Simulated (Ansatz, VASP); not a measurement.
**Tl2Os in VASP and in Ansatz**

```
Tl Os
1.0
     1.52671    0.88145    9.07881
    -1.52671    0.88145    9.07881
     0.00000   -1.76289    9.07881
Tl Os
2 1
Direct
  0.75635 0.75635 0.75635
  0.24365 0.24365 0.24365
  0.00000 0.00000 0.00000
```

Alike in both runs: functional PBE; k mesh 6 × 6 × 6; occupations gaussian, width 0.1 eV; no spin polarisation.

Ansatz relaxed the structure, and its values are those at the end. VASP's run is a single point on that final structure, the one shown.

```csv
,VASP,Ansatz
version,VASP 6.6.1,Ansatz 0.2.0
potentials or method,"VASP PAW PBE potentials, release 64 (Tl_d, Os)","scalar-relativistic, plane waves, PAW"
plane-wave cutoff (eV),520,420
valence electrons in the cell,34,42
```

```tsv
	VASP	Ansatz	Ansatz less VASP
gap on the k mesh at the Fermi level (eV)	0.32	0.33	+0.003
least direct gap on the mesh (eV)	0.87	0.88	+0.009
pressure (GPa)	-0.1	0.0	+0.10
rms of the force components (eV/Å)	0.005	0.001	-0.0038
```

The two sets of potentials don't hold the same shells in valence.

Caveats: spin-orbit coupling is left out, which as a rule narrows the gap of such compounds by several tenths of an eV.
